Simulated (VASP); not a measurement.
Here is the system:

```
CELL_PARAMETERS angstrom
      1.65500    -5.24000     0.00000
      1.65500     5.24000     0.00000
      0.00000     0.00000     4.38000
ATOMIC_POSITIONS crystal
  P  0.10170 0.89830 0.91940
  P  0.39830 0.60170 0.41940
  P  0.60170 0.39830 0.58060
  P  0.89830 0.10170 0.08060
```

Computed with PBE GGA, VASP's PBE PAW potentials (set 64) (plane waves; VASP). Numerical set-up: 300 eV cut-off, 7×7×5 Γ-centred mesh, Fermi-Dirac smearing of 0.020 eV, potentials P.

Which forces act on the atoms, in eV/Å?

```
atom     Fx      Fy      Fz
----  -----  ------  ------
P1    0.000  -0.054   0.029
P2    0.000   0.054   0.029
P3    0.000  -0.054  -0.029
P4    0.000   0.054  -0.029
```

Give the stress tensor in GPa (positive for a compressed cell).

```
1.64  0.00  0.00
0.00  2.05  0.00
0.00  0.00  1.46
```
The pressure is its mean diagonal, 1.72 GPa.

The structure is a typed P crystal. The cell was not relaxed at this level.
